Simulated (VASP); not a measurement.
```xyz
2
Lattice="0.0000 2.4330 2.4330 2.4330 0.0000 2.4330 2.4330 2.4330 0.0000" Properties=species:S:1:pos:R:3 pbc="T T T"
Y      0.0000     0.0000     0.0000
N      2.4330     2.4330     2.4330
```

Method: vdW-DF-cx, VASP's PBE PAW potentials (set 64) (plane waves; VASP 6.6.1). Settings: 520 eV cut-off, 10×10×10 Γ-centred mesh, tetrahedra with Blöchl corrections, potentials Y_sv N.

Question: Predict the energy per atom (σ→0), band gap (on the k-mesh) with the smallest direct gap where there is one.

Answer: 
- band gap (on the k-mesh) = 0.13 eV
- smallest direct gap (on the k-mesh) = 0.51 eV
- energy per atom (σ→0) = -7.489 eV/atom

Only differences to runs with the same potentials and settings are physical.

The compound is YN in the rock salt structure. It was relaxed first.
